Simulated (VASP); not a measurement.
**ZnSe: energy against volume**

ZnSe (zinc blende, F-43m, 21.630 Å³/atom and stress up to 0.15 GPa in the relaxed cell, cube axes along x, y and z) under an equal strain ε along all three axes. LDA in VASP (plane waves, PAW), 480 eV, 10×10×10 Γ-centred mesh, Gaussian smearing 0.05 eV; ions are relaxed, or left where forces stay under 0.02 eV/Å, within the symmetry of each cell. Against the start cell, which lies near the measured one, the relaxed cell differs by -5.1 % in volume; the values below rest on it.

Here V stands for volume and E for E less E0.

| volume (Å³/atom) | E less E0 (meV/atom) | pressure (GPa) |
|---|---|---|
| 20.3578 | 20.32 | 5.17 |
| 20.6710 | 11.52 | 3.78 |
| 20.9873 | 5.28 | 2.48 |
| 21.3069 | 1.49 | 1.27 |
| 21.6298 | 0.00 | 0.15 |
| 21.9558 | 0.70 | -0.90 |
| 22.2852 | 3.49 | -1.86 |
| 22.6178 | 8.24 | -2.76 |
| 22.9537 | 14.86 | -3.59 |
| 23.6354 | ? | ? |

The 9 complete rows are fitted with the third-order Birch-Murnaghan form, a cubic in V^(-2/3), E against V. With u = V^(-2/3) - 0.129, the rows have u = 0.005126, 0.003768, 0.002430, 0.001113, -0.000185, -0.001464, -0.002724, -0.003965, -0.005187. Least squares gives E = 0.075 + 533.1·u + 659427·u² + 1375026·u³. Residuals (row less fit): 0.000, 0.000, -0.004, 0.003, 0.001, -0.004, 0.002, -0.003, 0.000; standard error 0.003 (degrees of freedom: 5). Its minimum lies at u = -0.000405, so V0 = (0.128595)^(-3/2) = 21.69. There d²E/du² = 1316000 and d³E/du³ = 8250000, so B0 = (4/9) × 21.69^(-7/3) × 1316000 × 0.160218 = 71.4 GPa (the last factor turns the table's units into GPa), and B0' = 4 + (2/3) × 0.128595 × (8250000)/1316000 = 4.5. B0' rests on the cubic coefficient alone and has a standard error of 0.1 from these residuals.

Problem. Predict the withheld E at V = 23.6354 from the fit, and compare with the calculation.

Solution. u = -0.007580, so E = 0.075 + 533.1 × (-0.007580) + 659427 × (-0.007580)² + 1375026 × (-0.007580)³ = 33.324 meV/atom. The calculation gives 33.30 meV/atom, 0.024 meV/atom below the prediction (0.1 % of the range of E in the table). The row lies outside the fitted rows, so this is an extrapolation. The scatter of the fitted rows lies at the last printed digit.

Other structures, which can take over under pressure, weren't tried. The same form fitted to the pressure column gives B0' = 4.6; series where the two differ by over 0.4 aren't shown. Rows are the converged runs of the series near zero and its far end, less any whose ions stayed unrelaxed beside relaxed ones; series whose fitted rows scatter by over a few per cent of the range, as at a crossing or softening among them, aren't shown in this form.
